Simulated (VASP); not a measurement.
Input:

```
CELL_PARAMETERS angstrom
      0.00000     2.17000     2.17000
      2.17000     0.00000     2.17000
      2.17000     2.17000     0.00000
ATOMIC_POSITIONS crystal
  Be 0.25000 0.25000 0.25000
  Be 0.75000 0.75000 0.75000
  C  0.00000 0.00000 0.00000
```

Calculation: PBE GGA, VASP's PBE PAW potentials (set 64) (plane waves; VASP). Settings: 400 eV cut-off, 7×7×7 Γ-centred mesh, Fermi-Dirac smearing of 0.050 eV, potentials Be C.

At this cut-off the stress carries a Pulay error, which pulls relaxed volumes low.

### Question
Predict the energy per atom (σ→0), pressure.

### Answer

The energy per atom (σ→0) comes out as -5.819 eV/atom and the pressure comes out as -2.46 GPa.

The absolute energy has meaning only against runs of the same code, potentials and settings.

The structure is a typed Be2C crystal (Fm-3m). The cell was not relaxed at this level.
